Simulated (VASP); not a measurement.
Write the native input for VASP 6.6.1 that does the following.

```yaml
Task: relaxation of cell and atoms
Functional: PBE
Potentials_or_basis: VASP PAW PBE potentials, release 64 (Li_sv, V_sv)
Cutoff: 600 eV
k_mesh: 7 × 7 × 7
Occupations: methfessel-paxton, width 0.2 eV
Spin: collinear spin, ferromagnetic start
Starting_moments: "[0.0, 0.0, 2.0] μB"
Further_INCAR_settings: ALGO = Normal; EDIFF = 1e-06; IBRION = 2; EDIFFG = -0.01; NSW = 60; ISIF = 3
```

The structure of Li2V lies in POSCAR:

```
Li2V
1.0
    0.0000000000      3.2608953900      3.2608953900
    3.2608953900      0.0000000000      3.2608953900
    3.2608953900      3.2608953900      0.0000000000
Li V
2 1
Direct
    0.7500000000      0.7500000000      0.7500000000
    0.0000000000      0.0000000000      0.0000000000
    0.2500000000      0.2500000000      0.2500000000
```

The cell was built by a generator and needn't be a form met in nature.

One way to write it, as run:

INCAR

```
ALGO     = Normal         # electronic algorithm
EDIFF    = 1E-6           # SCF threshold, eV
EDIFFG   = -0.01          # ionic threshold
ENCUT    = 600            # plane-wave cutoff, eV
GGA      = PE             # functional
IBRION   = 2              # ionic algorithm
ISIF     = 3              # what is computed and relaxed
ISMEAR   = 1              # smearing method
ISPIN    = 2              # spin polarisation
LASPH    = T              # aspherical terms in the spheres
LCHARG   = F              # write CHGCAR
LMAXMIX  = 4              # l up to which the mixer works
LORBIT   = 11             # projections on sites
LREAL    = F              # projectors in reciprocal space
LWAVE    = F              # write WAVECAR
MAGMOM   = 0 0 2          # initial moments
NELM     = 100            # most SCF steps
NSW      = 60             # ionic steps
PREC     = Accurate       # precision mode
SIGMA    = 0.2            # smearing width, eV
```

KPOINTS

```
k-points
0
Gamma
  7 7 7
```

Potentials or basis: VASP PAW PBE potentials, release 64 (Li_sv, V_sv).

The run is started by

```console
$ cat potpaw_PBE.64/Li_sv/POTCAR potpaw_PBE.64/V_sv/POTCAR > POTCAR
$ mpirun -np 1 vasp_std > vasp.out
```

It gave:

```yaml
Relaxed_volume: 20.67 Å³/atom
Relaxed_cell: a = 4.443 Å, b = 4.443 Å, c = 4.443 Å, α = 60.00°, β = 60.00°, γ = 60.00°
Space_group_after_relaxing_to_0.05_Å: F-43m (No. 216)
Energy_gained_by_relaxing: 14.9 meV/atom
Ionic_steps: 4
Pressure_after_relaxing: 0.0 GPa
Band_gap_on_the_k_mesh: none (metal or under the smearing width)
Net_moment: 4.17 μB per cell
Site_moments: Li +0.01, +0.05; V +3.02 μB
Valence_electrons_inside_the_program's_atomic_spheres: Li 2.08, 2.12; V 11.34
```

Caveat: the cutoff is under 1.25 times the usual one of these potentials, so pressure, stress and relaxed cells hold a basis-set (Pulay) error.

Run time: 5 min on 1 thread of AMD EPYC 7R43 64-Core Processor (Zen 3), on a shared host, peak memory 0.27 GiB.
